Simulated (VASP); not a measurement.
```
MgH2
1.0
    4.50280     0.00000     0.00000
    0.00000     4.50280     0.00000
    0.00000     0.00000     3.00503
Mg H
2 4
Direct
  0.00000   0.00000   0.00000
  0.50000   0.50000   0.50000
  0.30422   0.30422   0.00000
  0.80422   0.19578   0.50000
  0.19578   0.80422   0.50000
  0.69578   0.69578   0.00000
```

Calculation: PBE GGA, VASP's PBE PAW potentials (set 64) (plane waves; VASP). Numerical set-up: 400 eV cut-off, Gaussian smearing of 0.050 eV, potentials Mg H.

Q: Give the energies of bands 1 to 7 at the high-symmetry points, in eV from the valence-band maximum.

A: 
| band | Γ | X | M | Z | R | A |
|---|---|---|---|---|---|---|
| 1 | -6.46 | -4.84 | -3.77 | -3.02 | -2.27 | -1.88 |
| 2 | -1.46 | -4.84 | -3.77 | -3.02 | -2.27 | -1.88 |
| 3 | -1.46 | -0.51 | -2.75 | -0.08 | -1.08 | -0.94 |
| 4 | -0.43 | -0.51 | -2.75 | -0.08 | -1.08 | -0.94 |
| 5 | 4.73 | 5.35 | 9.08 | 6.35 | 5.19 | 3.88 |
| 6 | 5.04 | 5.35 | 9.08 | 6.35 | 5.19 | 3.88 |
| 7 | 9.19 | 10.10 | 9.22 | 6.83 | 6.83 | 4.19 |

The gap is indirect, 3.73 eV, from the valence maximum at M-Γ at 0.67 to the conduction minimum at A-Z at 0.22.

The compound is MgH2 in the rutile structure. It was relaxed first.
